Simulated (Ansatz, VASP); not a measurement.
# SiC (Moissanite) in two plane-wave programs

Wanted: the spread between two codes on one cell, functional and k mesh. The cell is taken from a series of runs on this material, whose earlier steps may have relaxed, scaled, displaced or heated it; both programs get it as it stands.

Program: Ansatz 0.2.0. Level of theory: plane waves, with VASP 6.6.1 beside it; G0W0 gap at PBE. Results are calculated unless marked as measured.

### Step 1. Starting point

It takes space group P6_3mc (No. 186, hexagonal). The conventional cell has a = 3.095 Å, b = 3.095 Å, c = 15.185 Å, α = 90.00°, β = 90.00°, γ = 120.00°. Nearest to Si lie 4 C at 1.90 Å. Nearest to Si lie 4 C at 1.89 to 1.90 Å. Si has 4 C at 1.89 to 1.90 Å nearest. Nearest to C lie 4 Si at 1.90 Å. Nearest to C lie 4 Si at 1.89 to 1.90 Å. Nearest to C lie 4 Si at 1.89 to 1.90 Å. Farther neighbours are not listed.

### Step 2. Ansatz: G0W0 gap, PBE

Ansatz runs on its default PAW (the set named soft_2) files.

Quasiparticle shifts depend on high empty states and on the cores, so they are the hardest test of two PAW sets.

Contents of input.yaml:

```yaml
crystal:
  lattice:
    - [3.0948261473, 0.0, 0.0]
    - [-1.5474130737, 2.6801980639, 0.0]
    - [0.0, 0.0, 15.1854387337]
  atoms:
    - { symbol: Si, position: [0.0, 0.0, -0.0002767834] }
    - { symbol: Si, position: [0.0, 0.0, 0.4997232166] }
    - { symbol: Si, position: [0.3333333333, 0.6666666667, 0.1665018643] }
    - { symbol: Si, position: [0.6666666667, 0.3333333333, 0.6665018643] }
    - { symbol: Si, position: [0.6666666667, 0.3333333333, 0.3329933979] }
    - { symbol: Si, position: [0.3333333333, 0.6666666667, 0.8329933979] }
    - { symbol: C, position: [0.3333333333, 0.6666666667, 0.0415126541] }
    - { symbol: C, position: [0.6666666667, 0.3333333333, 0.5415126541] }
    - { symbol: C, position: [0.6666666667, 0.3333333333, 0.2079986727] }
    - { symbol: C, position: [0.3333333333, 0.6666666667, 0.7079986727] }
    - { symbol: C, position: [0.0, 0.0, 0.3743701944] }
    - { symbol: C, position: [0.0, 0.0, 0.8743701944] }
kpoints:
  mp_grid: { grid: [6, 6, 2] }
hamiltonian:
  xc: pbe
scf:
  occupations: { method: fixed }
gw:
  n_empty_bands: 269
  ecut_chi: 96
  qp_bands: [v4, c4]
  qp_kpoints: band_edges
  screening: { model: contour_deformation }
```

Launch:

```bash
ansatz run input.yaml --threads 3 --pin off --max-ram 92160MiB --backend cuda --events-out ev --progress --plain --runs-dir out --devices 1 --max-vram 13GiB
```

Numbers of over 12 decimals in the logs are rounded to 6 here.

Log:

```text
GPUs: using 1 of 1 available (devices: 1).
Engine: ansatz 0.2.0, x86_64-unknown-linux-gnu
Pseudopotentials: kind: paw
Pseudopotential: Si, paw, valence charge 4, recommended cutoff 420 eV (normal), Si.paw.azcp
Pseudopotential: C, paw, valence charge 4, recommended cutoff 420 eV (normal), C.paw.azcp
Functional definition: PBE
  parameter kappa = 0.804
  parameter beta = 0.066725
  exchange = pbe_x(kappa = kappa, mu = beta*pi^2/3)
  correlation = pbe_c(beta = beta)
device memory: the entry about to start is reckoned to put 2.1 GiB on a device that reports 33.9 GiB free (of which the cap on the GPU budget leaves the run 13.0 GiB)
GPU FFT provider: cuFFT
GPU libraries: cuBLAS 13.8.2, cuFFT 12.4.0, cuSOLVER 12.3.4
Crystal: 12 atoms, lattice volume = 125.959 Å³
Basis set: ecut = 420 eV, 2451 PW (Γ)
Bands: 36, of which v1, the nominal top of the filled ones, is band 24 counted from 1 (23 counted from 0)
Symmetry: 12 space group operations
Space group: P63mc (ITA 186), of the structure as read, at distance tolerance 5.0e-5 Å
k-points: 14 of 72
Non-local potential: Si, projectors of the file, l = 0: 2, l = 1: 2, l = 2: 2
Non-local potential: C, projectors of the file, l = 0: 2, l = 1: 2, l = 2: 1
PAW form: soft (Blöchl's): semilocal exchange-correlation on the pseudo side does not see the compensation charge
PAW one-centre angular grid: Si, 110 points (default); XC on 64 Gauss nodes
PAW one-centre angular grid: C, 110 points (default); XC on 64 Gauss nodes
Initial density: superposition of atomic densities (neutral atoms: chi_scale 0, normalization atom), corrected by the library's trained network
Initial wavefunctions: pseudopotential atomic-orbital guess
GPU buffer pool allocated for 62208 grid points (all kernels)
GPU transforms: local potential and band sums: pruned to the plane-wave sphere, on 24×24×108
Functional: x = pbe(κ = 0.804, μ = 0.219515), c = pbe(β = 0.066725)
SCF iter   1: F=—  HF=-5322.937082 eV  |F-HF|=—  |Δ(HF+E_count)|=         —  Δρ=2.49e-3  dr2=7.97e-3  ethr=1.77e-3  ⟨swp⟩=4.7  Hψ=2072  notcnv=0  defer=135
preconditioner: auto → none  [insulator: Δε(μ)=2.003 eV  Ē_g=11.863 eV  n_scr=10 (ndim 8)  ℏωp=22.9 eV  f_vac=0.000  ε∞_Penn≈4.7]
SCF iter   2: F=—  HF=-5322.937051 eV  |F-HF|=—  |Δ(HF+E_count)|=   3.11e-5  Δρ=9.24e-4  dr2=7.37e-4  ethr=1.66e-5  ⟨swp⟩=2.4  Hψ=965  notcnv=0  defer=140
SCF iter   3: F=—  HF=-5322.937178 eV  |F-HF|=—  |Δ(HF+E_count)|=   1.27e-4  Δρ=4.17e-4  dr2=1.67e-4  ethr=1.54e-6  ⟨swp⟩=2.0  Hψ=722  notcnv=0  defer=140
SCF iter   4: F=—  HF=-5322.937299 eV  |F-HF|=—  |Δ(HF+E_count)|=   1.21e-4  Δρ=2.38e-4  dr2=1.18e-4  ethr=3.48e-7  ⟨swp⟩=2.1  Hψ=669  notcnv=0  defer=126
SCF iter   5: F=—  HF=-5322.937311 eV  |F-HF|=—  |Δ(HF+E_count)|=   1.16e-5  Δρ=4.87e-5  dr2=1.45e-6  ethr=2.45e-7  ⟨swp⟩=2.2  Hψ=613  notcnv=0  defer=103
SCF iter   6: F=—  HF=-5322.937314 eV  |F-HF|=—  |Δ(HF+E_count)|=   3.30e-6  Δρ=9.43e-6  dr2=1.35e-7  ethr=3.03e-9  ⟨swp⟩=2.1  Hψ=748  notcnv=0  defer=95
SCF iter   7: F=-5322.937314 eV  HF=-5322.937314 eV  |F-HF|=4.20e-8  |Δ(HF+E_count)|=   8.11e-8  Δρ=4.52e-6  dr2=6.15e-8  ethr=2.08e-10  ⟨swp⟩=11.9  Hψ=2392  notcnv=0
SCF 1 converged in 7 iterations: F = -5322.937314 eV  dr2 = 6.15e-8
  greatest PAW one-centre occupation: 0.643 electrons in one spin orbital (limit 2), on the C atom at site 11 (counted from 0), in its partial waves of l = 0
device memory: the entry about to start is reckoned to put 3.0 GiB on a device that reports 33.9 GiB free (of which the cap on the GPU budget leaves the run 13.0 GiB)
NSCF: frozen V_eff on 14 k-points
the band table was solved once the SCF had ended and its energy, with any forces and stress, was formed, with the checks that follow a solve (2092 applications of the Hamiltonian). They found nothing against the state; the energy, forces and stress were not computed again (output.eigenvalues in the input reference)
device memory: the entry about to start is reckoned to put 5.1 GiB on a device that reports 34.0 GiB free (of which the cap on the GPU budget leaves the run 13.0 GiB)
NSCF: frozen V_eff on 14 k-points
G₀W₀ screening: q 1/14
[... further progress lines ...]
SCF converged after 7 iterations
Free energy (F): -5322.937314 eV
Harris-Foulkes:  -5322.937314 eV  (|F-HF|=4.20e-8)
Internal energy: -5322.937314 eV  (E = F + TS)
E sigma→0 (E₀):  -5322.937314 eV
Fermi energy:    9.347416 eV
--- Per-component energies (eV) ---
  E_band       = 165.391558
  E_kinetic    = 809.867302
  E_local      = -633.525534  (includes V_loc(G=0)·N_el)
  E_nonlocal   = 309.903169
  E_hartree    = 194.149138
  E_xc         = -631.524464
  E_vxc        = -654.279340  (∫ρ·V_xc dr)
  E_paw        = -3672.142238  (= ΣΔE_a)
  E_vpaw       = -54.872202  (= ΣTr[D̂ρ^β])
  E_aug_tail   = 0.000071  (compensation charges beyond the density's cutoff)
  E_ewald      = -1699.664758
  E_smearing   = -0.000000  (= −TS)
  E_closure    = -0.000000  (closes the sum)
  Σ components = -5322.937314   (vs F -5322.937314, Δ=0.00e0)
[...]
k-point 2: bands = [... 20 lower, 8.5881, 8.6279, 9.0083, 9.1106, 14.0192, 14.3984, 14.4816, 15.1578, ... 8 higher]
  k-point 13: bands = [... 20 lower, 6.7365, 6.7365, 7.1067, 7.1067, 13.0119, 13.0119, 13.6658, 13.6658, ... 8 higher]
--- G₀W₀: contour deformation, 6 samples at zero and on the imaginary axis and 1 off it, 72 q-points, 269 empty bands' worth ---
  eigenvalues of the whole cell's RPA ε∞ on this k-mesh (on a slab, of 1 + 4πα/V) = 6.8968, 7.0765, 7.0765; static W/v taken at q = 0 is 0.141503
  bands read: the sum over 293 bands ends inside a degenerate multiplet in 8 slots, whose members it reads at an even weight; the widest, k=1: bands 293 to 294 (counted from 1) at 1/2 each
  gw.qp_kpoints: band_edges: 10 of 14 stored k-points solved, in 1 pass; an edge of the gap read off the rows below is read off those points alone
    valence top: of the k-points left out ik 8 came nearest to being solved in a further pass, in band 24 (counted from 1, as in the quasiparticle table): it holds the edge there only if its correction is more favourable than any solved in that band by at least 0.714 eV; those differ by 0.202 eV
    conduction bottom: of the k-points left out ik 10 came nearest to being solved in a further pass, in band 25 (counted from 1, as in the quasiparticle table): it holds the edge there only if its correction is more favourable than any solved in that band by at least 1.063 eV; those differ by 0.314 eV
    ik  band        ε_KS         Σx   Σc(E_QP)       V_xc       Z   E_QP_lin       E_QP  E_QP is
     0    21      9.0466   -18.3188     2.3201   -15.6459  0.7895     8.6928     8.6937  root
     0    22      9.3124   -18.1724     2.1745   -15.6817  0.7913     8.9956     8.9962  root
     0    23      9.3474   -18.2650     2.2406   -15.7021  0.7907     9.0244     9.0251  root
     0    24      9.3474   -18.2650     2.2406   -15.7021  0.7907     9.0244     9.0251  root
     0    25     14.3930    -9.1180    -4.6388   -14.4391  0.8029    15.0792    15.0753  root
     0    26     14.5647    -9.0180    -4.6875   -14.3903  0.8016    15.2534    15.2495  root
     0    27     14.9672    -9.0139    -4.7621   -14.4668  0.7994    15.6623    15.6580  root
     0    28     15.4675    -9.6341    -4.9857   -15.3417  0.7859    16.1948    16.1893  root
     1    21      9.2521   -18.2770     2.2647   -15.6795  0.7904     8.9185     8.9192  root
     1    22      9.2521   -18.2770     2.2647   -15.6795  0.7904     8.9185     8.9192  root
     1    23      9.2521   -18.2770     2.2647   -15.6795  0.7904     8.9185     8.9192  root
     1    24      9.2521   -18.2770     2.2647   -15.6795  0.7904     8.9185     8.9192  root
     1    25     14.4601    -9.0840    -4.6560   -14.4234  0.8024    15.1473    15.1435  root
     1    26     14.4601    -9.0840    -4.6560   -14.4234  0.8024    15.1473    15.1435  root
     1    27     15.2003    -8.9145    -4.8263   -14.4376  0.7976    15.9017    15.8971  root
     1    28     15.2003    -8.9145    -4.8263   -14.4376  0.7976    15.9017    15.8971  root
     2    21      8.5881   -18.3351     2.4259   -15.5074  0.7877     8.1852     8.1864  root
     2    22      8.6279   -18.3398     2.4255   -15.5140  0.7879     8.2265     8.2277  root
     2    23      9.0083   -18.2031     2.2433   -15.6121  0.7901     8.6598     8.6607  root
     2    24      9.1106   -18.3929     2.3048   -15.7430  0.7898     8.7646     8.7655  root
     2    25     14.0192    -7.3889    -4.5659   -12.5007  0.8077    14.5676    14.5652  root
     2    26     14.3984    -7.4850    -4.6369   -12.6943  0.8051    14.9737    14.9708  root
     2    27     14.4816    -7.5743    -4.6463   -12.8043  0.8059    15.0684    15.0654  root
     2    28     15.1578    -7.5728    -4.7986   -12.9942  0.8004    15.7844    15.7807  root
[...]
13    21      6.7365   -18.0516     2.8120   -14.6789  0.7769     6.1729     6.1758  root
    13    22      6.7365   -18.0516     2.8120   -14.6789  0.7769     6.1729     6.1758  root
    13    23      7.1067   -18.1427     2.7086   -14.9096  0.7802     6.5795     6.5822  root
    13    24      7.1067   -18.1427     2.7086   -14.9096  0.7802     6.5795     6.5822  root
    13    25     13.0119    -7.0106    -4.1986   -11.6603  0.8124    13.4644    13.4630  root
    13    26     13.0119    -7.0106    -4.1986   -11.6603  0.8124    13.4644    13.4630  root
    13    27     13.6658    -7.3181    -4.3823   -12.2281  0.8077    14.1957    14.1935  root
    13    28     13.6658    -7.3181    -4.3823   -12.2281  0.8077    14.1957    14.1935  root
```

In the SCF lines HF is the Harris–Foulkes energy and dr2 the Hartree energy of the density residual, in eV; the loop may stop once dr2 is under the threshold and the program's other checks hold. Hψ counts applications of the Hamiltonian.

[end of part 1 of 2]

[Lines on the potential files, build, host, timing and source positions are cut from VASP's logs without a mark.]

[Logs are printed without paths, hosts, clocks, repeated set-up lines and the standing remarks that a program may print on its own settings, such as how far it seeks lower states.]

[Hosts, paths, dates, database ids (printed as entryN), source tags and the programs' standing remarks are cut or masked in the printed files.]
